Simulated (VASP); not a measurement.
```
CELL_PARAMETERS angstrom
      1.79650    -3.11163     0.00000
      1.79650     3.11163     0.00000
      0.00000     0.00000     5.54193
ATOMIC_POSITIONS crystal
  Dy 0.33333 0.66667 0.25000
  Dy 0.66667 0.33333 0.75000
```

The numbers are results of PBE GGA with D4 dispersion, VASP's PBE PAW potentials (set 64) (plane waves; VASP), not measurements. Settings: 520 eV cut-off, Gaussian smearing of 0.050 eV, potentials Dy_3.

The 4f electrons are frozen in the core of the lanthanide potential, so 4f levels, which can set the real gap, and their magnetism are missing.

### Question
Predict the band gap (along the path) with the smallest direct gap where there is one.

### Answer

- band gap (along the path): none (metal, semimetal or under 0.01 eV)

Total energies compare only between runs with the same potentials, cut-off and functional.

The compound is Dy in the hcp structure. It was relaxed first.
